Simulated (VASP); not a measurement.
Level of theory: r2SCAN meta-GGA, VASP's PBE PAW potentials (set 64) (plane waves; VASP 6.6.1).

Input for VASP

File KPOINTS:
```
Automatic mesh
0
Gamma
8 8 8
0 0 0
```

INCAR:
```
! general
SYSTEM  = LiCl
PREC    = Accurate
ENCUT   = 600
LREAL   = .FALSE.
LASPH   = .TRUE.   ! aspherical one-centre terms

! electronic loop
EDIFF   = 1E-7
NELM    = 100
ALGO    = Normal
LMIXTAU = .TRUE.

! smearing
ISMEAR  = 0
SIGMA   = 0.05   ! width (eV)

! functional
METAGGA = R2SCAN

! ions
ISIF    = 2   ! forces and stress, cell fixed

! output
LWAVE   = .FALSE.
LCHARG  = .FALSE.
```

### POSCAR
```
LiCl
1
    0.0000000000     2.5458048417     2.5458048417
    2.5458048417     0.0000000000     2.5458048417
    2.5458048417     2.5458048417     0.0000000000
Li Cl
1 1
Direct
  0.0000000000   0.0000000000   0.0000000000
  0.5000000000   0.5000000000   0.5000000000
```

POTCAR, in this order: Li_sv Cl (PBE.64 set). Program: vasp_std.

What VASP printed:

File OSZICAR:
```
       N       E                     dE             d eps       ncg     rms          rms(c)
DAV:   1     0.430611202229E+02    0.43061E+02   -0.48883E+03   522   0.117E+03
DAV:   2    -0.123615858227E+02   -0.55423E+02   -0.53939E+02   709   0.181E+02
DAV:   3    -0.145176946100E+02   -0.21561E+01   -0.21537E+01   637   0.441E+01
DAV:   4    -0.145755950108E+02   -0.57900E-01   -0.57820E-01   825   0.662E+00
DAV:   5    -0.145758980961E+02   -0.30309E-03   -0.30308E-03   707   0.513E-01    0.261E+00
DAV:   6    -0.125120665460E+02    0.20638E+01   -0.63681E-01   756   0.807E+00    0.284E+00
DAV:   7    -0.125323118889E+02   -0.20245E-01   -0.23360E-01   640   0.560E+00    0.377E-01
DAV:   8    -0.126025016707E+02   -0.70190E-01   -0.19735E-01   522   0.548E+00    0.890E-01
DAV:   9    -0.125553429866E+02    0.47159E-01   -0.67260E-02   586   0.390E+00    0.783E-01
DAV:  10    -0.125730691995E+02   -0.17726E-01   -0.18509E-02   675   0.177E+00    0.189E-01
DAV:  11    -0.125899618753E+02   -0.16893E-01   -0.10288E-02   522   0.165E+00    0.758E-02
DAV:  12    -0.125868432103E+02    0.31187E-02   -0.25097E-03   601   0.744E-01    0.154E-01
DAV:  13    -0.125899759324E+02   -0.31327E-02   -0.34561E-03   536   0.853E-01    0.102E-02
DAV:  14    -0.125902351539E+02   -0.25922E-03   -0.16910E-04   555   0.201E-01    0.157E-02
DAV:  15    -0.125902037291E+02    0.31425E-04   -0.14822E-05   625   0.570E-02    0.861E-03
DAV:  16    -0.125901827793E+02    0.20950E-04   -0.57834E-06   557   0.402E-02    0.134E-03
DAV:  17    -0.125901814913E+02    0.12880E-05   -0.16485E-06   541   0.197E-02    0.219E-03
DAV:  18    -0.125901867169E+02   -0.52256E-05   -0.29410E-07   665   0.860E-03    0.958E-04
DAV:  19    -0.125901901367E+02   -0.34198E-05   -0.11399E-07   561   0.507E-03    0.218E-04
DAV:  20    -0.125901893156E+02    0.82113E-06   -0.11195E-08   350   0.170E-03    0.929E-05
DAV:  21    -0.125901887003E+02    0.61535E-06   -0.87691E-10   265   0.438E-04    0.693E-05
DAV:  22    -0.125901883731E+02    0.32719E-06   -0.23633E-09   264   0.848E-04    0.202E-05
DAV:  23    -0.125901883830E+02   -0.99144E-08   -0.16322E-10   264   0.183E-04
   1 F= -.12590188E+02 E0= -.12590188E+02  d E =-.379709E-19
```

File OUTCAR:
```
------------------------ aborting loop because EDIFF is reached ----------------------------------------
  FORCE on cell =-STRESS in cart. coord.  units (eV):
  Direction    XX          YY          ZZ          XY          YZ          ZX
  --------------------------------------------------------------------------------------
  Total       -0.0193962     -0.0193962     -0.0193962      0.0000000      0.0000000     -0.0000000
  in kB       -0.9417218     -0.9417218     -0.9417218      0.0000000      0.0000000     -0.0000000
  external PRESSURE =      -0.9417218 kB  Pullay stress =       0.0000000 kB
  volume of cell :       33.00
      direct lattice vectors                 reciprocal lattice vectors
     0.000000000  2.545804842  2.545804842    -0.196401543  0.196401543  0.196401543
     2.545804842  0.000000000  2.545804842     0.196401543 -0.196401543  0.196401543
     2.545804842  2.545804842  0.000000000     0.196401543  0.196401543 -0.196401543
  FREE ENERGIE OF THE ION-ELECTRON SYSTEM (eV)
  ---------------------------------------------------
  free  energy   TOTEN  =       -12.5901883830 eV

  energy  without entropy=      -12.5901883830  energy(sigma->0) =      -12.59018838
```
(Selected blocks of OUTCAR.)

**OUTCAR**
```
 val. band max:        0.3589227976   @ k =   0.0000   0.0000   0.0000

 cond. band min:       7.8024657178   @ k =   0.0000   0.0000   0.0000


 Fermi energy:         0.6592270961

 k-point     1 :       0.0000    0.0000    0.0000
  band No.  band energies     occupation
      1     -44.4215      2.00000
      2     -13.7049      2.00000
      3       0.3589      2.00000
      4       0.3589      2.00000
      5       0.3589      2.00000
      6       7.8025      0.00000
      7      13.0391      0.00000
      8      13.0391      0.00000
      9      13.0391      0.00000

 k-point     2 :       0.1250    0.0000    0.0000
  band No.  band energies     occupation
      1     -44.4213      2.00000
      2     -13.6238      2.00000
      3      -0.1763      2.00000
      4       0.3136      2.00000
      5       0.3136      2.00000
      6       8.2506      0.00000
      7      12.3147      0.00000
      8      13.0256      0.00000
      9      13.0258      0.00000

 k-point     3 :       0.2500    0.0000    0.0000
  band No.  band energies     occupation
      1     -44.4202      2.00000
      2     -13.4168      2.00000
      3      -1.2710      2.00000
      4       0.2097      2.00000
      5       0.2097      2.00000
      6       8.5480      0.00000
      7      11.9247      0.00000
      8      11.9251      0.00000
      9      12.3511      0.00000

 k-point     4 :       0.3750    0.0000    0.0000
  band No.  band energies     occupation
      1     -44.4192      2.00000
      2     -13.1915      2.00000
      3      -2.2113      2.00000
      4       0.1132      2.00000
      5       0.1132      2.00000
      6       8.1410      0.00000
      7      11.0005      0.00000
      8      11.0009      0.00000
      9      13.8323      0.00000

 k-point     5 :       0.5000    0.0000    0.0000
  band No.  band energies     occupation
      1     -44.4188      2.00000
      2     -13.0919      2.00000
      3      -2.5741      2.00000
...
```

The compound is LiCl in the rock salt structure. It was relaxed first.
